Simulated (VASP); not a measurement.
Write the native input for VASP 6.6.1 that does the following.

```
Task                   : relaxation of cell and atoms
Functional             : RPBE
Potentials or basis    : VASP PAW PBE potentials, release 64 (Pt)
Cutoff                 : 600 eV
k mesh                 : 16 × 16 × 16
Occupations            : methfessel-paxton, width 0.1 eV
Spin                   : no spin polarisation
Further INCAR settings : ALGO = Normal; EDIFF = 1e-07; IBRION = 2; EDIFFG = -0.005; NSW = 90; ISIF = 3
```

The structure of Pt lies in POSCAR:

```
Pt                                      
1.0
   -0.0000000000      1.9947353864      1.9947353864
    1.9947353864      0.0000000000      1.9947353864
    1.9947353864      1.9947353864      0.0000000000
  Pt            
     1
Direct
     0.0000000000000000    0.0000000000000000    0.0000000000000000
```

The input as run:

INCAR

```
SYSTEM = Pt
ALGO = Normal
EDIFF = 1E-7
EDIFFG = -0.005
ENCUT = 600
GGA = RP
IBRION = 2
ISIF = 3
ISMEAR = 1
LASPH = .True.
LCHARG = .False.
LREAL = .False.
LWAVE = .False.
NELM = 80
NSW = 90
PREC = Accurate
SIGMA = 0.1
```

KPOINTS

```
k-points
0
Gamma
  16 16 16
  0 0 0
```

Potentials or basis: VASP PAW PBE potentials, release 64 (Pt).

Command:

```console
$ cat potpaw_PBE.64/Pt/POTCAR > POTCAR
$ mpirun -np 1 vasp_std > vasp.out
```

Results of the run:

```
Pressure after relaxing : 0.0 GPa
Band gap on the k mesh  : none (metal or under the smearing width)
```

Caveat: the relaxation stopped at its first step, so nothing moved; the PAW data sets were made with another functional, which shifts forces and pressure a little.

Run time: 7.1 s on 1 thread of Intel(R) Xeon(R) 6975P-C (Granite Rapids) (shared host), peak memory 0.16 GiB.
